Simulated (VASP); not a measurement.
# TaAs: cell size and functional, part 2 of 2

How much does the relaxed cell of TaAs depend on the functional? The starting structure is a computed structure from the Materials Project. The first relaxation on each setting starts from this cell expanded by 3 % in volume.

VASP 6.6.1.

Results so far: PBEsol 17.08 Å³ an atom; LDA 16.77 Å³ an atom; PBE 17.63 Å³ an atom.

### 5. Relaxation with PBEsol + D3(BJ)

Level of this step: PBEsol with D3(BJ); plane waves and PAW (Ta_pv, As) (VASP).

D3 with Becke-Johnson damping keeps a finite attraction at short range. This run starts from the cell of an earlier relaxation, which isn't shown; the restart sets up the plane waves anew.

INCAR reads:

```
SYSTEM = TaAs
PREC = Accurate
ENCUT = 450
EDIFF = 1E-06
NELM = 100
ISMEAR = 0
SIGMA = 0.05
LREAL = .FALSE.
ALGO = Normal
GGA = PS
IVDW = 12
NBANDS = 22
LASPH = .TRUE.
LORBIT = 11
LWAVE = .FALSE.
LCHARG = .FALSE.
KPAR = 16
IBRION = 2
NSW = 50
ISIF = 3
EDIFFG = -0.006
```

POSCAR reads:

```
TaAs
1.0
   -1.7016973791      1.7016973791      5.7199263781
    1.7016973791     -1.7016973791      5.7199263781
    1.7016973791      1.7016973791     -5.7199263781
Ta As
2 2
Direct
    0.5005211899      0.5005211899      0.0000000000
    0.2505211899      0.7505211899      0.5000000000
    0.0820782301      0.0820782301      0.0000000000
    0.8320782301      0.3320782301      0.5000000000
```

KPOINTS reads:

```
Automatic mesh
0
Gamma
14 14 14
0 0 0
```

The projector-augmented-wave data sets are Ta_pv and As (PBE family, release 64).

Started as:

```
> mpirun -np 16 vasp_std
```

Log:

```text
[banner, memory and clock lines left out]
running   16 mpi-ranks, on    1 nodes
[...]
[... a notice as in an earlier step ...]

 [... a notice as in an earlier step ...]

 LDA part: xc-table for (Slater+PW92), standard interpolation
 POSCAR, INCAR and KPOINTS ok, starting setup
[...]
entering main loop
       N       E                     dE             d eps       ncg     rms          rms(c)
DAV:   1     0.221549838276E+03    0.22155E+03   -0.15458E+04 10744   0.127E+03
DAV:   2    -0.297945454051E+02   -0.25134E+03   -0.24143E+03 12446   0.350E+02
DAV:   3    -0.392404874927E+02   -0.94459E+01   -0.92017E+01 13800   0.613E+01
DAV:   4    -0.393992445822E+02   -0.15876E+00   -0.15784E+00 12976   0.753E+00
[...]
DAV:  11    -0.376891024309E+02    0.78593E-06   -0.32193E-05 14068   0.299E-02    0.122E-02
DAV:  12    -0.376890994649E+02    0.29660E-05   -0.88578E-06 13122   0.206E-02    0.974E-04
DAV:  13    -0.376890994370E+02    0.27844E-07   -0.32368E-07  7744   0.379E-03
   1 F= -.40218905E+02 E0= -.40218620E+02  d E =-.402189E+02
[...]
N       E                     dE             d eps       ncg     rms          rms(c)
DAV:   1    -0.376887704655E+02    0.32900E-03   -0.12315E-03 10994   0.245E-01    0.264E-02
DAV:   2    -0.376887528390E+02    0.17626E-04   -0.35757E-05 13550   0.462E-02    0.130E-02
DAV:   3    -0.376887467855E+02    0.60535E-05   -0.15192E-05 13330   0.276E-02    0.406E-03
DAV:   4    -0.376887469060E+02   -0.12049E-06   -0.12235E-06  7278   0.754E-03
   2 F= -.40218909E+02 E0= -.40218620E+02  d E =-.459510E-05
 trial-energy change:   -0.000005  1 .order   -0.000005   -0.000011    0.000001
 step:   0.8902(harm=  0.8902)  dis= 0.00006  next Energy=   -40.218910 (dE=-0.506E-05)
 reached required accuracy - stopping structural energy minimisation
```

The job ended after 99 s (16 MPI ranks of AMD EPYC 7R43, shared host; peak memory 8.8 GiB; 26 min of CPU time).

From OUTCAR (step 5):

```text
 Edisp (eV)   -2.52981

 Edisp (eV)   -2.53016

  Total       0.00455     0.00455     0.00330     0.00000     0.00000     0.00000
  in kB       0.11015     0.11015     0.07978     0.00000     0.00000     0.00000
  external pressure =        0.10 kB  Pullay stress =        0.00 kB

 POSITION                                       TOTAL-FORCE (eV/Angst)
 -----------------------------------------------------------------------------------
      0.00000      0.00000      5.72390         0.000000      0.000000      0.004239
      1.70186      0.00000      2.86489         0.000000      0.000000      0.004239
      0.00000      0.00000      0.93872        -0.000000      0.000000     -0.004239
     -0.00000      1.70186      3.79772         0.000000     -0.000000     -0.004239
 -----------------------------------------------------------------------------------
    total drift:                               -0.000000     -0.000000      0.000079

  FREE ENERGIE OF THE ION-ELECTRON SYSTEM (eV)
  ---------------------------------------------------
  free  energy   TOTEN  =       -40.2189093905 eV

  energy  without entropy=      -40.2183296782  energy(sigma->0) =      -40.21861953

[... 2 parts as in an earlier step ...]

[... 2 further parts left out ...]
[key lines of the parts left out:]
E-fermi :   7.2823
```

With PBEsol + D3(BJ) the relaxed cell holds 16.561 Å³ an atom, -4.80 % against the starting cell, with a = 3.404 Å and c = 11.436 Å. That is -3.03 % from PBEsol.

### 6. Relaxation with r2SCAN

r2SCAN adds the kinetic-energy density, costs more than a GGA and is run with LASPH. This run starts from the cell of an earlier relaxation, which isn't shown and was stopped at its time limit.

Changes to INCAR since step 5:

```diff
@@ -9,6 +9,5 @@
 ALGO = Normal
-GGA = PS
-IVDW = 12
+METAGGA = R2SCAN
+LASPH = .TRUE.
 NBANDS = 22
-LASPH = .TRUE.
 LORBIT = 11
```

POSCAR reads:

```
TaAs
1.0
   -1.7222897592      1.7222897592      5.8619597495
    1.7222897592     -1.7222897592      5.8619597495
    1.7222897592      1.7222897592     -5.8619597495
Ta As
2 2
Direct
    0.4999868656      0.4999868656      0.0000000000
    0.2499868656      0.7499868656      0.5000000000
    0.0826125544      0.0826125544      0.0000000000
    0.8326125544      0.3326125544      0.5000000000
```

KPOINTS is that of step 5.

Started as:

```
> mpirun -np 16 vasp_std
```

Log:

```text
[banner, memory and clock lines left out]
running   16 mpi-ranks, on    1 nodes
[...]
[... a notice as in an earlier step ...]

 [... a notice as in an earlier step ...]

 LDA part: xc-table for (None), standard interpolation
 POSCAR, INCAR and KPOINTS ok, starting setup
[...]
entering main loop
       N       E                     dE             d eps       ncg     rms          rms(c)
DAV:   1     0.128091833020E+03    0.12809E+03   -0.15888E+04 10776   0.130E+03
DAV:   2    -0.127919290776E+03   -0.25601E+03   -0.24616E+03 12602   0.357E+02
DAV:   3    -0.137580223552E+03   -0.96609E+01   -0.94045E+01 13866   0.625E+01
DAV:   4    -0.137745010232E+03   -0.16479E+00   -0.16402E+00 13266   0.772E+00
[...]
DAV:  11    -0.129086174826E+03    0.20348E-04   -0.16164E-04 14214   0.766E-02    0.126E-02
DAV:  12    -0.129086173373E+03    0.14536E-05   -0.72060E-06 12896   0.208E-02    0.848E-03
DAV:  13    -0.129086172482E+03    0.89015E-06   -0.88775E-07  9048   0.511E-03
   1 F= -.12908617E+03 E0= -.12908596E+03  d E =-.129086E+03
[...]
N       E                     dE             d eps       ncg     rms          rms(c)
DAV:   1    -0.129086171766E+03    0.16061E-05   -0.15236E-03 11186   0.343E-01    0.302E-02
DAV:   2    -0.129086177095E+03   -0.53282E-05   -0.13465E-04 12170   0.912E-02    0.117E-02
DAV:   3    -0.129086175003E+03    0.20915E-05   -0.77708E-06 13590   0.213E-02    0.311E-03
DAV:   4    -0.129086174550E+03    0.45350E-06   -0.35345E-07  7498   0.383E-03
   2 F= -.12908617E+03 E0= -.12908597E+03  d E =-.206727E-05
 trial-energy change:   -0.000002  1 .order   -0.000004   -0.000014    0.000006
 step:   0.6872(harm=  0.6872)  dis= 0.00026  next Energy=  -129.086177 (dE=-0.485E-05)
 reached required accuracy - stopping structural energy minimisation
```

Run time: 5.9 min. Hardware: 16 MPI ranks; peak memory 9.3 GiB.

From OUTCAR (step 6):

```text
  Total       -0.0109371     -0.0109371     -0.0218363      0.0000000      0.0000000      0.0000000
  in kB       -0.2518654     -0.2518654     -0.5028547      0.0000000      0.0000000      0.0000000
  external PRESSURE =      -0.3355285 kB  Pullay stress =       0.0000000 kB

 POSITION                                       TOTAL-FORCE (eV/Angst)
 -----------------------------------------------------------------------------------
      0.00000      0.00000      5.86272         0.000000     -0.000000     -0.001418
      1.72247      0.00000      2.93147        -0.000000      0.000000     -0.001418
      1.72247      1.72247     -4.89424        -0.000000      0.000000      0.001418
     -0.00000      1.72247      3.89951         0.000000     -0.000000      0.001418
 -----------------------------------------------------------------------------------
    total drift:                               -0.000001     -0.000001      0.000457

  FREE ENERGIE OF THE ION-ELECTRON SYSTEM (eV)
  ---------------------------------------------------
  free  energy   TOTEN  =      -129.0861745496 eV

  energy  without entropy=     -129.0857583766  energy(sigma->0) =     -129.08596646

[... 2 parts as in an earlier step ...]

[... 2 further parts left out ...]
[key lines of the parts left out:]
E-fermi :   6.9243
```

With r2SCAN the relaxed cell holds 17.393 Å³ an atom, -0.02 % against the starting cell, with a = 3.445 Å and c = 11.725 Å. That is +1.84 % from PBEsol.

### 7. Relaxation with r2SCAN + rVV10

rVV10 adds a nonlocal correlation energy for dispersion. This run starts from the cell of an earlier relaxation, which isn't shown and was stopped at its time limit.

Changes to INCAR since step 6:

```diff
@@ -10,2 +10,6 @@
 METAGGA = R2SCAN
+LUSE_VDW = .TRUE.
+IVDW_NL = 2
+BPARAM = 11.95
+CPARAM = 0.0093
 LASPH = .TRUE.
```

POSCAR reads:

```
TaAs
1.0
   -1.7180719028      1.7180719028      5.8598461823
    1.7180719028     -1.7180719028      5.8598461823
    1.7180719028      1.7180719028     -5.8598461823
Ta As
2 2
Direct
    0.4999577090      0.4999577090      0.0000000000
    0.2499577090      0.7499577090      0.5000000000
    0.0826417110      0.0826417110      0.0000000000
    0.8326417110      0.3326417110      0.5000000000
```

KPOINTS is that of step 6.

Started as:

```
> mpirun -np 16 vasp_std
```

Log:

```text
[banner, memory and clock lines left out]
running   16 mpi-ranks, on    1 nodes
[...]
[... a notice as in an earlier step ...]

|                                                                             |
|               ----> ADVICE to this user running VASP <----                  |
|                                                                             |
|     You have switched on vdW-DFT.                                           |
|     This routine was written and supplied by Jiri Klimes. We recommend      |
|     that you carefully read and cite the following publications:            |
|       J. Klimes, D.R. Bowler, A. Michelides                                 |
|          J. Phys.: Cond Matt. 22 022201 (2010)                              |
|       J. Klimes, D.R. Bowler, A. Michelides                                 |
|          Phys. Rev. B. 83, 195131 (2011)                                    |
|     and references therein.                                                 |
[...]
hard stop encountered!  aborting job ...
|                                                                             |
|           W    W    AA    RRRRR   N    N  II  N    N   GGGG   !!!           |
|           W    W   A  A   R    R  NN   N  II  NN   N  G    G  !!!           |
|           W    W  A    A  R    R  N N  N  II  N N  N  G       !!!           |
|           W WW W  AAAAAA  RRRRR   N  N N  II  N  N N  G  GGG   !            |
|           WW  WW  A    A  R   R   N   NN  II  N   NN  G    G                |
|           W    W  A    A  R    R  N    N  II  N    N   GGGG   !!!           |
|                                                                             |
|     The electronic self-consistency was not achieved in the given           |
|     number of steps (NELM). The forces and other quantities evaluated       |
|     might not be reliable so examine the results carefully. If you find     |
|     spurious results, we suggest increasing NELM, if you were close to      |
|     convergence or switching to a different ALGO or adjusting the           |
|     density mixing parameters otherwise.                                    |
|                                                                             |

 soft stop encountered!  aborting job ...
```

The job ended after 10 min (16 MPI ranks).

The run was stopped at its time limit.

### 8. All runs side by side

| level | ended | volume (Å³/atom) | against the starting cell (%) | a (Å) | c (Å) | pressure left (GPa) | core minutes |
| --- | --- | --- | --- | --- | --- | --- | --- |
| PBEsol | converged | 17.08 | -1.82 | 3.4321 | 11.6 | -0.01 | 99.2 |
| LDA | converged | 16.774 | -3.58 | 3.4111 | 11.5329 | 0.03 | 114.0 |
| PBE | converged | 17.632 | 1.35 | 3.4657 | 11.7436 | -0.01 | 102.0 |
| PBEsol + D3(BJ) | converged | 16.561 | -4.8 | 3.4037 | 11.436 | 0.01 | 151.0 |
| r2SCAN | converged | 17.393 | -0.02 | 3.4449 | 11.725 | -0.03 | 505.0 |
| r2SCAN + rVV10 | cut off by time | - | - | - | - | - | 583.0 |

Core minutes are wall time times ranks, summed over the relaxations behind a row (those for a bulk modulus apart), on shared hosts.

### 9. Summary of results

```yaml
volume_pbesol: 17.08 Å³/atom
volume_lda: 16.77 Å³/atom
volume_pbe: 17.63 Å³/atom
volume_pbesol_d3_bj: 16.56 Å³/atom
volume_r2scan: 17.39 Å³/atom
```

What this shows: Across 5 levels the volume of TaAs spans 6.5 %, from 16.56 Å³ an atom (PBEsol + D3(BJ)) to 17.63 Å³ (PBE). Adding D3(BJ) to PBEsol changes the volume by -3.0 %. Spin-orbit coupling is left out of all runs, which can matter with elements this heavy. All runs keep the symmetry of the start, so they can't find a distortion of lower symmetry. No result to use came from r2SCAN + rVV10. Further runs on this material are not shown.

[Lines on the potential files, build, host, timing and source positions are cut from VASP's logs without a mark.]

[Logs are printed without paths, hosts, clocks, repeated set-up lines and the standing remarks that a program may print on its own settings, such as how far it seeks lower states.]

[Hosts, paths, dates, database ids (printed as entryN), source tags and the programs' standing remarks are cut or masked in the printed files.]
